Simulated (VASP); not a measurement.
# GaSn (Fmmm) in VASP: a series of runs

Aim: see how the results for GaSn move with the level of theory and the settings. Levels: LDA, PBE, PBEsol. Tasks: relaxation of cell and atoms.

Program: VASP 6.6.1. These are calculated values, not measurements. Logs are shortened: lines on timing, memory, paths and dates and some standing lists are left out, and cuts for length are marked.

## 1. Starting point

It takes space group Fmmm (No. 69, orthorhombic). Conventional cell: a = 5.459 Å, b = 5.806 Å, c = 6.196 Å, α = 90.00°, β = 90.00°, γ = 90.00°. Ga (site symmetry mmm) is surrounded by 6 Sn at 2.73 to 3.10 Å. Sn (site symmetry mmm) has 6 Ga at 2.73 to 3.10 Å as nearest neighbours.

The cell was built by a generator and needn't be a form met in nature.

## 2. Relaxation of cell and atoms, LDA

File INCAR:

```
PREC = Accurate
ENCUT = 600
EDIFF = 1E-6
ISMEAR = -1
SIGMA = 0.05
LREAL = F
LASPH = T
NELM = 100
ALGO = Normal
ISIF = 3
LWAVE = F
LCHARG = F
IBRION = 2
NSW = 40
EDIFFG = -0.02
```

File KPOINTS:

```
regular mesh
0
Gamma
  8 8 8
```

File POSCAR:

```
GaSn
1.0
    0.0000000000      2.9028814200      3.0982155700
    2.7292512900      0.0000000000      3.0982155700
    2.7292512900      2.9028814200      0.0000000000
Ga Sn
1 1
Direct
    0.5000000000      0.5000000000      0.5000000000
    0.0000000000      0.0000000000      0.0000000000
```

Potentials or basis: VASP PAW LDA potentials, release 64 (Ga_d, Sn_d).

Command:

```console
$ cat potpaw_LDA.64/Ga_d/POTCAR potpaw_LDA.64/Sn_d/POTCAR > POTCAR
$ mpirun -np 1 vasp_std > vasp.out
```

OUTCAR:

```text
PREC = Accurate
   ENCUT = 600
   EDIFF = 1E-6
   ISMEAR = -1
   LREAL = F
   LASPH = T
   NELM = 100
   ISIF = 3
   IBRION = 2
   NSW = 40
   EDIFFG = -0.02

 ion  position               nearest neighbor table
   1  0.500  0.500  0.500-   2 2.73   2 2.73   2 2.90   2 2.90   2 3.10   2 3.10
   2  0.000  0.000  0.000-   1 2.73   1 2.73   1 2.90   1 2.90   1 3.10   1 3.10

  LATTYP: Found a face centered orthorhombic cell.
 ALAT       =     5.4585025800
 B/A-ratio  =     1.0636182277
 C/A-ratio  =     1.1351888268

  Lattice vectors:

 A1 = (   0.0000000000,   2.9028814200,   3.0982155700)
 A2 = (   2.7292512900,   0.0000000000,   3.0982155700)
 A3 = (   2.7292512900,   2.9028814200,   0.0000000000)

Analysis of symmetry for initial positions (statically):
=====================================================================
 Subroutine PRICEL returns:
 Original cell was already a primitive cell.

 Routine SETGRP: Setting up the symmetry group for a
 face centered orthorhombic supercell.

 Subroutine GETGRP returns: Found  8 space group operations
 (whereof  8 operations were pure point group operations)
 out of a pool of  8 trial point group operations.

The static configuration has the point symmetry D_2h.

Analysis of symmetry for dynamics (positions and initial velocities):
=====================================================================
 Subroutine PRICEL returns:
 Original cell was already a primitive cell.

 Routine SETGRP: Setting up the symmetry group for a
 face centered orthorhombic supercell.

 Subroutine GETGRP returns: Found  8 space group operations
 (whereof  8 operations were pure point group operations)
 out of a pool of  8 trial point group operations.

The dynamic configuration has the point symmetry D_2h.

 Subroutine INISYM returns: Found  8 space group operations
 (whereof  8 operations are pure point group operations),
 and found     1 'primitive' translations

----------------------------------------------------------------------------------------

                                     Primitive cell

  volume of cell :      49.0924

  direct lattice vectors                    reciprocal lattice vectors
     0.000000000  2.902881420  3.098215570    -0.183200426  0.172242654  0.161383218
     2.729251290  0.000000000  3.098215570     0.183200426 -0.172242654  0.161383218
     2.729251290  2.902881420  0.000000000     0.183200426  0.172242654 -0.161383218
[... 96 lines left out ...]
   NUPDOWN=      -1.0000    fix difference up-down
   EMIN   =  10.00;   EMAX   =-10.00  energy-range for DOS
   EFERMI =   0.00;   METHOD = LEGACY
   ISMEAR =    -1;   SIGMA  =   0.05  broadening in eV -4-tet -1-fermi 0-gaus
   EFERMI_NEDOS =   21; number of points for ismear=-14 and -15
   IALGO  =     38    algorithm
   IMIX   =      4    mixing-type and parameters
     AMIX     =   0.40;   BMIX     =  1.00
     AMIX_MAG =   1.60;   BMIX_MAG =  1.00
  volume/ion in A,a.u.               =      24.55       165.65
  Fermi-wavevector in a.u.,A,eV,Ry     =   1.341296  2.534682 24.477898  1.799075
  Thomas-Fermi vector in A             =   2.469541
   LORBIT       =      0    0 simple, 1 ext, 2 COOP (PROOUT), +10 PAW based schemes
   GGA     = CA    functional components
   LHFCALC =     F    Hartree Fock is set to
   AEXX    =    0.0000 exact exchange contribution
   IVDW    =     0    specifies the selected vdW correction
   LEPSILON=     F    determine dielectric tensor
   LRPA    =     F    only Hartree local field effects (RPA)
 conjugate gradient relaxation of ions
 non-spin polarized calculation
  energy-cutoff  :      600.00
  volume of cell :       49.09
 maximum number of plane-waves:      1666
 NGX is ok and might be reduce to    36
   NGX = 17   NGY = 17   NGZ = 15

--------------------------------------- Ionic step        1  -------------------------------------------

 number of electron      27.0000004 magnetization

 Free energy of the ion-electron system (eV)
  ---------------------------------------------------
  ext. energy  EPLUGINS =         0.00000000
  ---------------------------------------------------
  free energy    TOTEN  =        -7.81274276 eV

  energy without entropy =       -7.80323875  energy(sigma->0) =       -7.80799076

------------------------ aborting loop because EDIFF is reached ----------------------------------------

  FORCE on cell =-STRESS in cart. coord.  units (eV):
  Direction    XX          YY          ZZ          XY          YZ          ZX
  --------------------------------------------------------------------------------------
  -------------------------------------------------------------------------------------
  Total        0.3940251     -1.0726519     -2.3761779      0.0000000      0.0000000      0.0000000
  in kB       12.8593806    -35.0070023    -77.5488015      0.0000000      0.0000000      0.0000000
  external PRESSURE =     -33.2321411 kB  Pullay stress =       0.0000000 kB
[... 275 lines left out ...]
--------------------------------------- Ionic step        9  -------------------------------------------

 number of electron      27.0000005 magnetization

 Free energy of the ion-electron system (eV)
  ---------------------------------------------------
  ext. energy  EPLUGINS =         0.00000000
  ---------------------------------------------------
  free energy    TOTEN  =        -7.97938331 eV

  energy without entropy =       -7.97003268  energy(sigma->0) =       -7.97470799

 E-fermi :   6.8420     XC(G=0): -10.9446

 val. band max:        6.8298613406   @ k =   0.5000   0.0000   0.1250
 cond. band min:       6.8524644627   @ k =  -0.3750  -0.0000   0.2500
 fundamental gap:      0.0226031221
 Fermi energy:         6.8419664559

 k-point     1 :       0.0000    0.0000    0.0000
  band No.  band energies     occupation
      1     -14.4563      2.00000
      2     -14.4559      2.00000
      3     -14.4198      2.00000
      4     -14.4196      2.00000
      5     -14.4194      2.00000
      6      -8.0987      2.00000
[... 457 lines left out ...]
      4     -14.3991      2.00000
      5     -14.3943      2.00000
      6      -8.1478      2.00000
[... 9 lines left out ...]
     16      12.3491      0.00000
     17      12.4723      0.00000

 [... further k-points ...]

------------------------ aborting loop because EDIFF is reached ----------------------------------------

  FORCE on cell =-STRESS in cart. coord.  units (eV):
  Direction    XX          YY          ZZ          XY          YZ          ZX
  --------------------------------------------------------------------------------------
  -------------------------------------------------------------------------------------
  Total       -0.0240865      0.0009463     -0.0044546      0.0000000      0.0000000      0.0000000
  in kB       -0.8604662      0.0338046     -0.1591371      0.0000000      0.0000000      0.0000000
  external PRESSURE =      -0.3285996 kB  Pullay stress =       0.0000000 kB
[... 17 lines left out ...]
  FREE ENERGIE OF THE ION-ELECTRON SYSTEM (eV)
  ---------------------------------------------------
  free  energy   TOTEN  =        -7.9793833090 eV

  energy  without entropy=       -7.9700326794  energy(sigma->0) =       -7.97470799

 reached required accuracy - stopping structural energy minimisation
```

CONTCAR:

```text
GaSn
   1.00000000000000
    -0.0000000000000000    2.8188181398234087    2.8196322418168771
     2.8213724104081779   -0.0000000000000000    2.8196322418168771
     2.8213724104081779    2.8188181398234087    0.0000000000000000
  Ga              Sn
     1     1
Direct
     0.5000000000000000    0.5000000000000000    0.5000000000000000
     1.0000000000000000    0.0000000000000000    0.0000000000000000

  0.00000000E+00  0.00000000E+00  0.00000000E+00
  0.00000000E+00  0.00000000E+00  0.00000000E+00
```

It took 3.3 min on 1 thread of Intel Xeon 6975P-C (Granite Rapids), shared host; peak memory 0.25 GiB.

Results:

```yaml
Free_energy: -7.9794 eV
Relaxed_volume: 22.42 Å³/atom
Relaxed_cell: a = 3.987 Å, b = 3.989 Å, c = 3.988 Å, α = 59.97°, β = 60.02°, γ = 60.01°
Space_group_after_relaxing_to_0.05_Å: Fm-3m (No. 225)
Energy_gained_by_relaxing: 83.3 meV/atom
Ionic_steps: 9
Pressure_after_relaxing: 0.0 GPa
Band_gap_on_the_k_mesh: none (metal or under the smearing width)
```

Step by step:
```
step  energy change (eV)  largest force (eV/Å)  pressure (GPa)  volume (Å³)
   1              0.0000                0.0000           -3.32        49.09
   2             -0.1344                0.0000           -0.64        45.51
   3             -0.1539                0.0000            2.45        43.21
   4             -0.1576                0.0000            1.32        43.89
   5             -0.1577                0.0000            1.48        43.79
   6             -0.1662                0.0000            0.07        44.72
   7             -0.1663                0.0000            0.36        44.57
   8             -0.1663                0.0000            0.27        44.61
   9             -0.1666                0.0000           -0.03        44.85
```

Final structure:
```xyz
2
Lattice="0.0000 2.8188 2.8196 2.8214 0.0000 2.8196 2.8214 2.8188 0.0000" Properties=species:S:1:pos:R:3 pbc="T T T"
Ga    2.8214    2.8188    2.8196
Sn    0.0000    2.8188    2.8196
```

## 3. Relaxation of cell and atoms, PBE

Changes to INCAR since step 2:

```diff
@@ -12,2 +12,3 @@
 LCHARG = F
+GGA = PE
 IBRION = 2
```

KPOINTS is that of step 2.

POSCAR is that of step 2.

Potentials or basis: VASP PAW PBE potentials, release 64 (Ga_d, Sn_d).

Command:

```console
$ cat potpaw_PBE.64/Ga_d/POTCAR potpaw_PBE.64/Sn_d/POTCAR > POTCAR
$ mpirun -np 1 vasp_std > vasp.out
```

It took 3.9 min on 1 thread of Intel Xeon 6975P-C (Granite Rapids), shared host; peak memory 0.28 GiB.

It converged, with:

```
Free energy                            : -6.5997 eV
Relaxed volume                         : 24.49 Å³/atom
Relaxed cell                           : a = 4.104 Å, b = 4.107 Å, c = 4.109 Å, α = 59.93°, β = 60.02°, γ = 60.05°
Space group after relaxing (to 0.05 Å) : Fm-3m (No. 225)
Energy gained by relaxing              : 58.8 meV/atom
Ionic steps                            : 9
Pressure after relaxing                : 0.0 GPa
Band gap on the k mesh                 : none (metal or under the smearing width)
```

Stress tensor (GPa, compression positive):
```
-0.12  0.00  0.00
 0.00  0.02  0.00
 0.00  0.00  0.08
```

The path:
```csv
step,energy change (eV),largest force (eV/Å),pressure (GPa),volume (Å³)
1,0.0000,0.0000,1.10,49.09
2,-0.0962,0.0000,-1.00,50.22
3,-0.1041,0.0000,-1.75,51.01
4,-0.1079,0.0000,-1.59,50.76
5,-0.1080,0.0000,-1.54,50.68
6,-0.1174,0.0000,0.04,48.93
7,-0.1174,0.0000,-0.13,49.08
8,-0.1174,0.0000,-0.02,49.04
9,-0.1177,0.0000,-0.01,48.97
```

Final structure:
```
Ga Sn
1.0
     0.00000    2.90281    2.90072
     2.90806    0.00000    2.90072
     2.90806    2.90281    0.00000
Ga Sn
1 1
Direct
  0.50000 0.50000 0.50000
  0.00000 0.00000 0.00000
```

Levels at points of the mesh, in eV from the Fermi level:
| k point | band 11 | band 12 | band 13 | band 14 | band 15 | band 16 | band 17 |
| --- | --- | --- | --- | --- | --- | --- | --- |
| (0.00, 0.00, 0.00) | -10.67 | 1.21 | 1.22 | 1.22 | 1.24 | 6.81 | 6.89 |
| (0.50, 0.00, 0.00) | -7.67 | -6.97 | 1.87 | 1.89 | 2.45 | 2.47 | 3.35 |
| (0.50, 0.50, 0.00) | -7.11 | -4.39 | -3.18 | -1.54 | -1.52 | 3.39 | 9.82 |
| (0.50, 0.00, 0.50) | -7.12 | -4.39 | -3.17 | -1.54 | -1.51 | 3.40 | 9.84 |
| (0.00, 0.50, 0.50) | -7.14 | -4.39 | -3.14 | -1.52 | -1.52 | 3.41 | 9.81 |

(Continued in part 2 of 2.)
